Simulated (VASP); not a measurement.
A convergence study with VASP on V (bcc): one setting is varied, all else stays as given below, so the limit is that of these other settings.

```yaml
crystal:
  lattice:
    - [-1.51500, 1.51500, 1.51500]
    - [1.51500, -1.51500, 1.51500]
    - [1.51500, 1.51500, -1.51500]
  atoms:
    - { symbol: V, position: [0.00000, 0.00000, 0.00000] }
```

Computed with PBE GGA, VASP's PBE PAW potentials (set 64) (plane waves; VASP 6.6.1). The tightest run used: 550 eV cut-off, 27×27×27 Γ-centred mesh, first-order Methfessel-Paxton smearing of 0.10 eV, potentials V_sv.

The reference is 27×27×27 mesh, which took about 2 core-minutes. Times come from single runs on busy shared machines, so they are rough: good to a factor of about 2.

**Question.** Of the settings 1×1×1 mesh; 2×2×2 mesh; 3×3×3 mesh; 4×4×4 mesh; 6×6×6 mesh; 7×7×7 mesh; 8×8×8 mesh; 9×9×9 mesh; 10×10×10 mesh; 11×11×11 mesh; 12×12×12 mesh; 13×13×13 mesh; 15×15×15 mesh; 16×16×16 mesh; 17×17×17 mesh; 18×18×18 mesh; 19×19×19 mesh; 20×20×20 mesh; 21×21×21 mesh; 22×22×22 mesh; 24×24×24 mesh; 25×25×25 mesh; 26×26×26 mesh; 27×27×27 mesh, which is the lowest that keeps the difference from the reference in the stress, largest component (GPa) within 0.5 from there on, and what does it cost?

**Answer.** 11×11×11 mesh; its cost over the reference is about 1/8.
```json
[
 {"setting": "1×1×1 mesh", "difference in the stress, largest component (GPa)": "96.27", "cost over the reference": "about 1/30"},
 {"setting": "2×2×2 mesh", "difference in the stress, largest component (GPa)": "20.59", "cost over the reference": "about 1/30"},
 {"setting": "3×3×3 mesh", "difference in the stress, largest component (GPa)": "0.42", "cost over the reference": "about 1/30"},
 {"setting": "4×4×4 mesh", "difference in the stress, largest component (GPa)": "0.78", "cost over the reference": "about 1/30"},
 {"setting": "6×6×6 mesh", "difference in the stress, largest component (GPa)": "2.31", "cost over the reference": "about 1/10"},
 {"setting": "7×7×7 mesh", "difference in the stress, largest component (GPa)": "0.38", "cost over the reference": "about 1/10"},
 {"setting": "8×8×8 mesh", "difference in the stress, largest component (GPa)": "1.14", "cost over the reference": "about 1/9"},
 {"setting": "9×9×9 mesh", "difference in the stress, largest component (GPa)": "0.27", "cost over the reference": "about 1/10"},
 {"setting": "10×10×10 mesh", "difference in the stress, largest component (GPa)": "0.95", "cost over the reference": "about 1/10"},
 {"setting": "11×11×11 mesh", "difference in the stress, largest component (GPa)": "0.13", "cost over the reference": "about 1/8"},
 {"setting": "12×12×12 mesh", "difference in the stress, largest component (GPa)": "0.22", "cost over the reference": "about 1/8"},
 {"setting": "13×13×13 mesh", "difference in the stress, largest component (GPa)": "0.13", "cost over the reference": "about 1/6"},
 {"setting": "15×15×15 mesh", "difference in the stress, largest component (GPa)": "0.30", "cost over the reference": "about 1/5"},
 {"setting": "16×16×16 mesh", "difference in the stress, largest component (GPa)": "0.23", "cost over the reference": "about 1/4"},
 {"setting": "17×17×17 mesh", "difference in the stress, largest component (GPa)": "0.21", "cost over the reference": "about 1/3"},
 {"setting": "18×18×18 mesh", "difference in the stress, largest component (GPa)": "0.12", "cost over the reference": "about 1/2"},
 {"setting": "19×19×19 mesh", "difference in the stress, largest component (GPa)": "0.10", "cost over the reference": "about 1/3"},
 {"setting": "20×20×20 mesh", "difference in the stress, largest component (GPa)": "0.01", "cost over the reference": "about 1/3"},
 {"setting": "21×21×21 mesh", "difference in the stress, largest component (GPa)": "0.02", "cost over the reference": "about 1/2"},
 {"setting": "22×22×22 mesh", "difference in the stress, largest component (GPa)": "0.03", "cost over the reference": "about 1/2"},
 {"setting": "24×24×24 mesh", "difference in the stress, largest component (GPa)": "0.04", "cost over the reference": "within a factor of 2"},
 {"setting": "25×25×25 mesh", "difference in the stress, largest component (GPa)": "0.05", "cost over the reference": "within a factor of 2"},
 {"setting": "26×26×26 mesh", "difference in the stress, largest component (GPa)": "0.02", "cost over the reference": "within a factor of 2"},
 {"setting": "27×27×27 mesh", "difference in the stress, largest component (GPa)": "0.00", "cost over the reference": "reference"}
]
```

Left out are rungs that failed or repeat a setting and relaxations that didn't move; long series are thinned to 24 rows.

The compound is V in the bcc structure. The cell was not relaxed at this level. The run is not spin-polarised, so no magnetic state was tried.
